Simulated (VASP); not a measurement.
All values below come from LDA (Ceperley-Alder, Perdew-Zunger), VASP's LDA PAW potentials (set 64) (plane waves; VASP).

The input files of a VASP run:

File POSCAR:
```
Mn
1
    0.0000000000     2.6144440000     2.6144440000
    2.6144440000     0.0000000000     2.6144440000
    2.6144440000     2.6144440000     0.0000000000
Mn
2
Direct
  0.7500000000   0.7500000000   0.7500000000
  0.5000000000   0.5000000000   0.5000000000
```

KPOINTS:
```
Automatic mesh
0
Gamma
9 9 9
0 0 0
```

INCAR:
```
SYSTEM = Mn
PREC = Accurate
ENCUT = 300
EDIFF = 1E-6
NELM = 100
ALGO = Normal
LREAL = .FALSE.
LASPH = .TRUE.
ISMEAR = 0
SIGMA = 0.1
LMAXMIX = 4
LWAVE = .FALSE.
LCHARG = .FALSE.
ISIF = 2
ISPIN = 2
MAGMOM = 4.0 4.0
LORBIT = 11
```

POTCAR, in this order: Mn_pv (LDA.64 set). Program: vasp_std.

The resulting files:

**OSZICAR**
```
       N       E                     dE             d eps       ncg     rms          rms(c)
DAV:   1     0.201167498635E+03    0.20117E+03   -0.12673E+04  3161   0.114E+03
DAV:   2    -0.806206746079E+01   -0.20923E+03   -0.20216E+03  2975   0.348E+02
DAV:   3    -0.152637161582E+02   -0.72016E+01   -0.71357E+01  3270   0.802E+01
DAV:   4    -0.153427449718E+02   -0.79029E-01   -0.79023E-01  3095   0.791E+00
DAV:   5    -0.153443819717E+02   -0.16370E-02   -0.16370E-02  3255   0.116E+00    0.207E+01
DAV:   6    -0.162627672747E+02   -0.91839E+00   -0.13035E+01  3145   0.344E+01    0.632E+00
DAV:   7    -0.165141699685E+02   -0.25140E+00   -0.14008E+00  3065   0.121E+01    0.585E+00
DAV:   8    -0.166761294474E+02   -0.16196E+00   -0.17401E-01  3105   0.358E+00    0.164E+00
DAV:   9    -0.166714622446E+02    0.46672E-02   -0.22360E-02  3170   0.116E+00    0.912E-01
DAV:  10    -0.166686808042E+02    0.27814E-02   -0.39771E-03  3080   0.642E-01    0.433E-01
DAV:  11    -0.166690754147E+02   -0.39461E-03   -0.16672E-03  3085   0.395E-01    0.768E-02
DAV:  12    -0.166691348114E+02   -0.59397E-04   -0.10173E-04  3005   0.108E-01    0.137E-02
DAV:  13    -0.166691370733E+02   -0.22619E-05   -0.29749E-06  3020   0.173E-02    0.983E-03
DAV:  14    -0.166691374124E+02   -0.33910E-06   -0.80396E-07  1520   0.103E-02
   1 F= -.16669137E+02 E0= -.16663294E+02  d E =-.116858E-01  mag=     0.0001
```

File OUTCAR:
```
------------------------ aborting loop because EDIFF is reached ----------------------------------------
  FORCE on cell =-STRESS in cart. coord.  units (eV):
  Direction    XX          YY          ZZ          XY          YZ          ZX
  --------------------------------------------------------------------------------------
  Total       -5.6784072     -5.6784072     -5.6784072     -0.0000000     -0.0000000      0.0000000
  in kB     -254.5476463   -254.5476463   -254.5476463     -0.0000000     -0.0000000      0.0000000
  external PRESSURE =    -254.5476463 kB  Pullay stress =       0.0000000 kB
  volume of cell :       35.74
      direct lattice vectors                 reciprocal lattice vectors
     0.000000000  2.614444000  2.614444000    -0.191245251  0.191245251  0.191245251
     2.614444000  0.000000000  2.614444000     0.191245251 -0.191245251  0.191245251
     2.614444000  2.614444000  0.000000000     0.191245251  0.191245251 -0.191245251
 POSITION                                       TOTAL-FORCE (eV/Angst)
 -----------------------------------------------------------------------------------
      3.92167      3.92167      3.92167         0.000000      0.000000      0.000000
      2.61444      2.61444      2.61444        -0.000000     -0.000000     -0.000000
 -----------------------------------------------------------------------------------
    total drift:                               -0.000000      0.000000      0.000000
  FREE ENERGIE OF THE ION-ELECTRON SYSTEM (eV)
  ---------------------------------------------------
  free  energy   TOTEN  =       -16.6691374124 eV

  energy  without entropy=      -16.6574515767  energy(sigma->0) =      -16.66329449

 total charge

# of ion       s       p       d       tot
------------------------------------------
    1        0.438   6.201   5.181  11.821
    2        0.438   6.201   5.181  11.821
--------------------------------------------------
tot          0.877  12.403  10.362  23.642

 magnetization (x)

# of ion       s       p       d       tot
------------------------------------------
    1        0.000  -0.000  -0.000  -0.000
    2        0.000  -0.000  -0.000  -0.000
--------------------------------------------------
tot          0.000  -0.000  -0.000  -0.000
```
(Selected blocks of OUTCAR.)

At this cut-off the stress carries a Pulay error, which pulls relaxed volumes low. The moments were started parallel, and other spin orders were not tried in this run.

The structure was generated: Mn was put into an ordered model structure, which need not be its known phase. The cell was not relaxed at this level. The run is one of a series of settings (GGA removed, POTCAR Mn_pv (LDA.64 set) against the base run), some of them coarse on purpose.
